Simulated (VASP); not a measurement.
Consider the following.

```xyz
2
Lattice="3.1255 0.0000 0.0000 0.0000 3.1255 0.0000 0.0000 0.0000 3.1255" Properties=species:S:1:pos:R:3 pbc="T T T"
Zn     1.5628     1.5628     1.5628
Au     0.0000     0.0000     0.0000
```

The numbers are results of AM05 GGA, VASP's PBE PAW potentials (set 64) (plane waves; VASP), not measurements. Run with 520 eV cut-off, Gaussian smearing of 0.050 eV, potentials Zn Au.

Unless said otherwise, spin-orbit coupling is left out, though it shifts the bands of the heavy elements here.

Task: Estimate the band gap (along the path) with the smallest direct gap where there is one.

Result: 
```json
{
 "band gap (along the path)": "none (metal, semimetal or under 0.01 eV)"
}
```

The compound is AuZn in the CsCl type structure. It was relaxed first. The electron count is odd and the run is not spin-polarised, which forces a metal.
